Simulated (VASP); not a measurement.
The system is GaBiSe4.

```
Ga Bi Se
1.0
    -3.09600    3.09600    5.13700
     3.09600   -3.09600    5.13700
     3.09600    3.09600   -5.13700
Ga Bi Se
1 1 4
Direct
  0.00000 0.00000 0.00000
  0.25000 0.75000 0.50000
  0.11757 0.13647 0.48433
  0.65214 0.63324 0.51567
  0.36676 0.88243 0.01890
  0.86353 0.34786 0.98110
```

The cell was built by a generator and needn't be a form met in nature.

- Program: VASP 6.6.1
- Task: relaxation of cell and atoms
- Functional: PBE
- Potentials or basis: VASP PAW PBE potentials, release 64 (Ga_d, Bi_d, Se)
- Cutoff: 520 eV
- k mesh: 8 × 8 × 8
- Occupations: gaussian, width 0.1 eV
- Spin: no spin polarisation

At the start: pressure 0.0 GPa; volume 32.83 Å³/atom.

Problem. Where does the relaxation end?

Solution. Over 39 steps the energy falls by 2.8 meV/atom and the volume is 31.35 Å³/atom (-4.5 %); space group I-4 (No. 82, to 0.05 Å).

Step by step:
| step | energy change (eV) | largest force (eV/Å) | pressure (GPa) | volume (Å³) |
| --- | --- | --- | --- | --- |
| 1 | 0.0000 | 0.0557 | 0.03 | 196.96 |
| 2 | -0.0011 | 0.0508 | 0.03 | 197.13 |
| 3 | -0.0039 | 0.0431 | 0.02 | 197.62 |
| 4 | -0.0063 | 0.0651 | 0.01 | 198.60 |
| 5 | -0.0078 | 0.0299 | -0.10 | 198.93 |
| 6 | -0.0081 | 0.0237 | -0.16 | 199.13 |
| 7 | -0.0089 | 0.0482 | -0.03 | 198.32 |
| 8 | -0.0089 | 0.0694 | 0.07 | 197.76 |
| 9 | -0.0089 | 0.0623 | 0.05 | 197.95 |
| 10 | -0.0098 | 0.0557 | 0.04 | 197.49 |
| 11 | -0.0115 | 0.0413 | 0.04 | 196.12 |
| 12 | -0.0108 | 0.0412 | 0.04 | 193.38 |
| 13 | -0.0118 | 0.0373 | 0.03 | 195.07 |
| 14 | -0.0122 | 0.0181 | -0.11 | 195.54 |
| 15 | -0.0122 | 0.0177 | -0.10 | 195.48 |
| 16 | -0.0125 | 0.0163 | -0.06 | 195.29 |
| 17 | -0.0130 | 0.0359 | 0.00 | 194.69 |
| 18 | -0.0130 | 0.0446 | 0.04 | 194.50 |
| 19 | -0.0133 | 0.0412 | 0.00 | 194.42 |
| 20 | -0.0140 | 0.0335 | -0.04 | 194.17 |
| 21 | -0.0140 | 0.0332 | -0.15 | 193.65 |
| 22 | -0.0142 | 0.0309 | -0.10 | 193.90 |
| 23 | -0.0145 | 0.0285 | 0.00 | 193.11 |
| 24 | -0.0145 | 0.0312 | 0.05 | 192.95 |
| 25 | -0.0145 | 0.0299 | 0.03 | 193.03 |
| 26 | -0.0147 | 0.0230 | 0.00 | 192.90 |
| 27 | -0.0148 | 0.0252 | -0.04 | 192.63 |
| 28 | -0.0150 | 0.0258 | -0.02 | 192.14 |
| 29 | -0.0154 | 0.0295 | 0.10 | 190.67 |
| 30 | -0.0155 | 0.0257 | 0.07 | 190.57 |
| 31 | -0.0157 | 0.0183 | 0.01 | 190.28 |
| 32 | -0.0156 | 0.0359 | -0.10 | 189.69 |
| 33 | -0.0158 | 0.0215 | -0.02 | 190.04 |
| 34 | -0.0159 | 0.0195 | -0.02 | 189.88 |
| 35 | -0.0161 | 0.0153 | -0.01 | 189.40 |
| 36 | -0.0163 | 0.0203 | 0.06 | 188.43 |
| 37 | -0.0165 | 0.0203 | 0.02 | 188.40 |
| 38 | -0.0166 | 0.0232 | -0.04 | 188.36 |
| 39 | -0.0167 | 0.0068 | -0.01 | 188.08 |

Final structure:
```yaml
crystal:
  lattice:
    - [-2.93499, 2.93499, 5.45838]
    - [2.93499, -2.93499, 5.45838]
    - [2.93499, 2.93499, -5.45838]
  atoms:
    - { symbol: Ga, position: [0.00000, 0.00000, 0.00000] }
    - { symbol: Bi, position: [0.25000, 0.75000, 0.50000] }
    - { symbol: Se, position: [0.13047, 0.15902, 0.51033] }
    - { symbol: Se, position: [0.64869, 0.62014, 0.48967] }
    - { symbol: Se, position: [0.37986, 0.86953, 0.02855] }
    - { symbol: Se, position: [0.84098, 0.35131, 0.97145] }
```
